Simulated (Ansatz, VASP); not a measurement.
# Cross-check of Ti2CO2 (Ti2CO2 MXene bilayer, AB) between VASP and Ansatz

One calculation is typed for both programs; each brings its own data sets. How far apart do they land? The structure shown is the start of the Ansatz relaxation below; VASP solves that cell, so the two are compared at the walk's first step.

Calculated with Ansatz 0.2.0; plane waves, with VASP 6.6.1 beside it; single point at r2SCAN with D4.

## (1) The starting structure

The cell holds 10 atoms: 4 O, 4 Ti and 2 C. Cell: a = 3.100 Å, b = 3.100 Å, c = 48.172 Å, α = 90.0°, β = 90.0°, γ = 120.0°. Vacuum lies along c. The height across the vacuum is the one that the program set for its solve, not the one typed.

Coordinates:

```cif
data_structure
_symmetry_space_group_name_H-M 'P 1'
_symmetry_Int_Tables_number 1
_cell_length_a 3.1002
_cell_length_b 3.1002
_cell_length_c 48.1722
_cell_angle_alpha 90.000
_cell_angle_beta 90.000
_cell_angle_gamma 120.000
_cell_volume 400.98
loop_
_atom_site_label
_atom_site_type_symbol
_atom_site_fract_x
_atom_site_fract_y
_atom_site_fract_z
_atom_site_occupancy
O1 O 0.33333 0.66667 0.18683 1
O2 O 0.66667 0.33333 0.28321 1
O3 O 0.66667 0.33333 0.34341 1
O4 O 0.00000 0.00000 0.43980 1
Ti5 Ti 0.66667 0.33333 0.20963 1
Ti6 Ti 0.33333 0.66667 0.26042 1
Ti7 Ti 0.00000 0.00000 0.36621 1
Ti8 Ti 0.66667 0.33333 0.41700 1
C9 C 0.00000 0.00000 0.23502 1
C10 C 0.33333 0.66667 0.39161 1
```

## (2) Ansatz: relaxation, r2SCAN with D4

Ansatz runs on its default PAW (the set named soft_2) files.

The two programs are compared at the cell with which this relaxation starts, whose forces are those of its first step.

input.yaml reads:

```yaml
crystal:
  lattice:
    - [3.10024, 0.0, 0.0]
    - [-1.55012, 2.6848865978, 0.0]
    - [0.0, 0.0, 30.186120451]
  atoms:
    - { symbol: O, position: [0.3333333333, 0.6666666667, 0.2981502712] }
    - { symbol: Ti, position: [0.6666666667, 0.3333333333, 0.3345331515] }
    - { symbol: C, position: [0.0, 0.0, 0.3750574749] }
    - { symbol: Ti, position: [0.3333333333, 0.6666666667, 0.4155817983] }
    - { symbol: O, position: [0.6666666667, 0.3333333333, 0.4519646785] }
    - { symbol: O, position: [0.6666666667, 0.3333333333, 0.5480353215] }
    - { symbol: Ti, position: [0.0, 0.0, 0.5844182017] }
    - { symbol: C, position: [0.3333333333, 0.6666666667, 0.6249425251] }
    - { symbol: Ti, position: [0.6666666667, 0.3333333333, 0.6654668485] }
    - { symbol: O, position: [0.0, 0.0, 0.7018497288] }
  periodic: [true, true, false]
kpoints:
  mp_grid: { grid: [12, 12, 1] }
hamiltonian:
  xc: r2scan
  dispersion: d4
scf:
  occupations: { method: fermi_dirac, width: 0.05 }
  convergence: { dr2_threshold: 1.0e-09 }
relax:
  f_tol: 0.004
  max_steps: 90
  cell: {}
output:
  write_potential: true
  write_density: true
  volumetric_format: npy
```

Started as:

```bash
$ ansatz run input.yaml --threads 4 --pin off --max-ram 6144MiB --backend cpu --events-out ev --progress --plain --runs-dir out
```

Numbers of over 12 decimals in the logs are rounded to 6 here.

The program printed:

```text
Warning: crystal.periodic: the lattice vector that does not repeat stood 0.000° off the slab's normal, 30.186 Å along it as the deck builds it. The run solves the slab on a vector along the normal, 48.172 Å long, with every atom where it was (on the deck's vector they left 18.00 Å outside them, and the widest stretch free of ions among them is 2.90 Å). A fractional position that the run reports is one of the run's ce [...]
Warning: relax.cell: scf.convergence.dr2_threshold = 1e-9 eV is looser than the 2.03159561572e-10 eV advised for a relaxation that steers and ends on the stress (1e-10 eV for each atom of the cell: 10, times the square of relax.cell.stress_2d_tol = 0.05 N/m over 22.2 Å (the atoms' height at the walk's start and 5 Å past either face), 2.254e-2 GPa, over a crystal's default 0.05). What an SCF threshold leaves in a stress goes as its square root, and in the free energy as the threshold itself, and one threshold admits the most on a small cell: [figures from the program's tests cut] Set scf.convergence.dr2_threshold to 2.03159561572e-10 eV or tighter. [rest of the remark cut]
crystal.periodic: the lattice vector that does not repeat stood 0.000° off the slab's normal, 30.186 Å along it as the deck builds it. The run solves the slab on a vector along the normal, 48.172 Å long, with every atom where it was (on the deck's vector they left 18.00 Å outside them, and the widest stretch free of ions among them is 2.90 Å). A fractional position that the run reports is one of the run's cell, which [...]
[...]
SCF iter   5: F=—  HF=-12807.949170 eV  |F-HF|=—  |Δ(HF+E_count)|=   7.67e-9  Δρ=1.23e-6  dr2=2.48e-8  dr2_τ=7.30e-10  ethr=1.36e-11  ⟨swp⟩=4.5  Hψ=2480  notcnv=0
SCF iter   6: F=—  HF=-12807.949170 eV  |F-HF|=—  |Δ(HF+E_count)|=   1.00e-9  Δρ=4.49e-7  dr2=1.40e-9  dr2_τ=8.99e-11  ethr=1.36e-11  ⟨swp⟩=2.4  Hψ=1188  notcnv=0
SCF iter   7: F=-12807.949170 eV  HF=-12807.949170 eV  |F-HF|=1.30e-9  |Δ(HF+E_count)|=  5.11e-10  Δρ=2.49e-7  dr2=2.00e-10  dr2_τ=2.88e-11  ethr=1.25e-12  ⟨swp⟩=15.5  Hψ=7454  notcnv=0
SCF 7 converged in 7 iterations: F = -12807.949170 eV  dr2 = 2.00e-10
relax step   7: F+E_penalty+E_count = -12807.94917047 eV  Δ(F+E_penalty+E_count) = +3.563e-3 eV  max|allowed force component| = 6.971e-4 eV/Å  Δτ_max = 0.0000 Å  P = +0.018 N/m  Ω = 378.799 Å³  fix = [c, alpha, beta]  reactions: c +0.000 N/m  stress off target by 1.80e-2 N/m on what of the cell is left free  SCF on the basis re-selected at this cell (its energy is not comparable with the rows above)  (7 SCF iters)
basis re-selected at this cell: Δ(F+E_penalty+E_count) = +3.563e-3 eV, ΔP = +0.022 N/m vs the last step (what re-selecting the basis moved, of the pressure what is left beyond the Pulay correction that the steps carried, after the strain that the cell walked since its last selection, with what the two solves' SCF thresholds leave and, on support functions, any second-order correction that the steps lacked; it is no m [...]
WARN: The output density's exchange-correlation potential varies sharply where the density is thin. Do not read a vacuum level from v_tot or v_xc, or from such a field of the output density. On a cell that repeats whose density bears no net charge and no dipole along the vacuum's axis use v_es (v_loc + v_h of the components); under efield.dipole_correction with no amplitude use v_es + v_field, which holds any externa [...]
SCF converged after 7 iterations
Free energy (F): -12807.949170 eV
Harris-Foulkes:  -12807.949170 eV  (|F-HF|=1.30e-9)
Internal energy: -12807.948858 eV  (E = F + TS)
E sigma→0 (E₀):  -12807.949014 eV
Entropy (-TS):   -0.000313 eV (-0.031 meV/atom)
Fermi energy:    -5.696495 eV
--- Per-component energies (eV) ---
  E_band       = -2155.009047
  E_kinetic    = 1978.519386
  E_local      = -547042.288931  (includes V_loc(G=0)·N_el)
  E_nonlocal   = 254.612940
  E_hartree    = 272272.782952
  E_xc         = -767.527582
  E_vxc        = -1095.596704  (∫ρ·V_xc dr)
  E_paw        = -5059.585272  (= ΣΔE_a)
  E_vpaw       = -867.169002  (= ΣTr[D̂ρ^β])
  E_aug_tail   = 0.004954  (compensation charges beyond the density's cutoff)
  E_vtau       = 71.339959  (kinetic-family band-sum trace: ∫τ·v_τ [+ j·A + Jᵃ·Aᵃ] dr)
  E_ewald      = 265557.411978
  E_disp       = -0.688143  (pairwise vdW)
  E_core_change = -1.191140  (= ΣΔE_core)
  E_smearing   = -0.000313  (= −TS)
  E_closure    = 0.000000  (closes the sum)
  Σ components = -12807.949170   (vs F -12807.949170, Δ=0.00e0)
--- Forces (eV/Å), atoms counted from 1 ---
  atom   1  O     -0.00000000    -0.00000000    -0.00031009
  atom   2  Ti     0.00000000    -0.00000000    -0.00069713
  atom   3  C     -0.00000000     0.00000000     0.00066467
  atom   4  Ti     0.00000000     0.00000000     0.00002285
  atom   5  O      0.00000000     0.00000000     0.00056051
  atom   6  O      0.00000000    -0.00000000    -0.00056051
  atom   7  Ti     0.00000000    -0.00000000    -0.00002285
  atom   8  C      0.00000000    -0.00000000    -0.00066467
  atom   9  Ti    -0.00000000     0.00000000     0.00069713
  atom  10  O      0.00000000     0.00000000     0.00031009
  max |Σ_I F_I| component: 1.85e-17 eV/Å
--- 2D stress c σ (N/m, compression-positive) ---
        0.018018       0.000000       0.000000
        0.000000       0.018018       0.000000
        0.000000       0.000000       0.000000
  P = ½ c Tr σ = 0.0180 N/m
--- Band table (eV; the first three rows and the last of 19) ---
  k-point 0: bands = ["-66.0218", "-66.0218", "-65.9944", "-65.9944", "-41.3312", "-41.3310", "-41.1256", "-41.1253", "-40.9940", "-40.9940", "-40.9940", "-40.9940", "-40.9785", "-40.9785", "-40.9785", "-40.9785", "-26.1491", "-26.1043", "-26.0522", "-26.0173", "-17.7553", "-17.7450", "-12.2457", "-12.0206", "-11.3587", "-11.3587", "-11.3475", "-11.3475", "-11.0034", "-11.0034", "-10.9907", "-10.9907", "-10.8855", "-10.5379", "-7.2422", "-7.0041", "-5.9397", "-5.9397", "-5.9304", "-5.9304", "-5.0912", "-5.0912", "-5.0904", "-5.0904", "-4.2455", "-4.2455", "-4.2443", "-4.2443", "-4.2039", "-4.1147"]
  k-point 1: bands = ["-66.0171", "-66.0171", "-65.9905", "-65.9905", "-41.3205", "-41.3203", "-41.1309", "-41.1306", "-41.0225", "-41.0224", "-41.0136", "-41.0136", "-41.0028", "-41.0028", "-40.9839", "-40.9839", "-26.1064", "-26.0615", "-26.0172", "-25.9831", "-17.7184", "-17.7096", "-12.1587", "-11.9559", "-11.4809", "-11.4052", "-11.3025", "-11.2906", "-11.1667", "-11.1169", "-10.9683", "-10.9550", "-10.6720", "-10.3907", "-7.1085", "-6.9181", "-6.6874", "-6.6812", "-6.3974", "-6.3903", "-4.8882", "-4.8804", "-4.6295", "-4.6255", "-4.3731", "-4.3651", "-4.2252", "-4.2230", "-3.8319", "-3.7539"]
  k-point 2: bands = ["-66.0043", "-66.0043", "-65.9800", "-65.9800", "-41.2908", "-41.2906", "-41.1775", "-41.1773", "-41.1148", "-41.1148", "-41.0609", "-41.0609", "-41.0255", "-41.0255", "-40.9996", "-40.9996", "-25.9964", "-25.9512", "-25.9250", "-25.8937", "-17.5946", "-17.5891", "-11.9735", "-11.8749", "-11.6044", "-11.4791", "-11.4090", "-11.2405", "-11.1560", "-11.1420", "-10.8799", "-10.8649", "-10.3330", "-10.1146", "-7.9026", "-7.8828", "-7.0557", "-6.9885", "-6.9829", "-6.9486", "-5.0460", "-5.0173", "-4.3616", "-4.3572", "-4.0898", "-4.0840", "-3.8005", "-3.7976", "-3.4396", "-3.3662"]
  k-point 18: bands = ["-65.9363", "-65.9363", "-65.9356", "-65.9356", "-41.4071", "-41.4069", "-41.4063", "-41.4063", "-41.3222", "-41.3222", "-41.2558", "-41.2558", "-41.0905", "-41.0905", "-41.0901", "-41.0901", "-25.5841", "-25.5424", "-25.5424", "-25.5231", "-16.2721", "-16.2721", "-11.6711", "-11.6711", "-11.6472", "-11.6472", "-11.1722", "-11.1176", "-11.1176", "-11.0752", "-10.3944", "-10.3270", "-10.3270", "-10.2474", "-9.2542", "-9.2542", "-9.0643", "-8.9563", "-8.9563", "-8.8227", "-4.5748", "-4.5748", "-4.1286", "-4.1286", "-4.1205", "-4.1204", "-3.3021", "-3.3021", "-2.8768", "-2.8460"]
  the weakly bound empty levels are not read free of the cell's end (no_gap_told)
--- Relaxed structure (6 steps of the walk, 6 accepted, 1 SCFs on fresh bases) ---
  F+E_penalty+E_count = -12807.94917047 eV   max|allowed force component| = 6.971e-4 eV/Å   (the final SCF, on the basis selected at the relaxed cell)
  cell:  # Å, volume = 378.7989 Å³
    - [3.013288, 0.0, 0]
    - [-1.506644, 2.609584, 0]
    - [0, 0, 48.172241]
  atoms:
    - { symbol: O, position: [0.333333, 0.666667, 0.190089] }
    - { symbol: Ti, position: [0.666667, 0.333333, 0.208670] }
    - { symbol: C, position: [-2.4432947666848947e-17, -1.3600232052207409e-17, 0.235739] }
    - { symbol: Ti, position: [0.333333, 0.666667, 0.262801] }
    - { symbol: O, position: [0.666667, 0.333333, 0.281358] }
    - { symbol: O, position: [0.666667, 0.333333, 0.345271] }
    - { symbol: Ti, position: [-2.800059353134407e-17, -1.3600232052207518e-17, 0.363828] }
    - { symbol: C, position: [0.333333, 0.666667, 0.390890] }
    - { symbol: Ti, position: [0.666667, 0.333333, 0.417959] }
    - { symbol: O, position: [-2.900627985237732e-17, -1.3600232052207518e-17, 0.436540] }
```

(Continued in part 2 of 2.)

[Lines on the potential files, build, host, timing and source positions are cut from VASP's logs without a mark.]

[Logs are printed without paths, hosts, clocks, repeated set-up lines and the standing remarks that a program may print on its own settings, such as how far it seeks lower states.]

[Hosts, paths, dates, database ids (printed as entryN), source tags and the programs' standing remarks are cut or masked in the printed files.]
